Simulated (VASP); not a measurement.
Given:

```
SrCl2
1.0
    0.00000     3.54806     3.54806
    3.54806     0.00000     3.54806
    3.54806     3.54806     0.00000
Sr Cl
1 2
Cartesian
  0.00000   0.00000   0.00000
  1.77403   1.77403   1.77403
  5.32209   5.32209   5.32209
```

Computed with r2SCAN+rVV10, VASP's PBE PAW potentials (set 64) (plane waves; VASP). Run with 520 eV cut-off, 6×6×6 Γ-centred mesh, Gaussian smearing of 0.050 eV, potentials Sr_sv Cl.

### Question
What does the run give for the energy per atom (σ→0), pressure, band gap (on the k-mesh) with the smallest direct gap where there is one?

### Answer

The band gap (on the k-mesh) is 5.64 eV, the smallest direct gap (on the k-mesh) comes out as 5.91 eV and the energy per atom (σ→0) is -11.669 eV/atom. The pressure comes out as -2.04 GPa.

The absolute energy has meaning only against runs of the same code, potentials and settings.

The compound is SrCl2 in the fluorite structure. This cell is one point of a volume scan, at 1.06 of the reference volume.
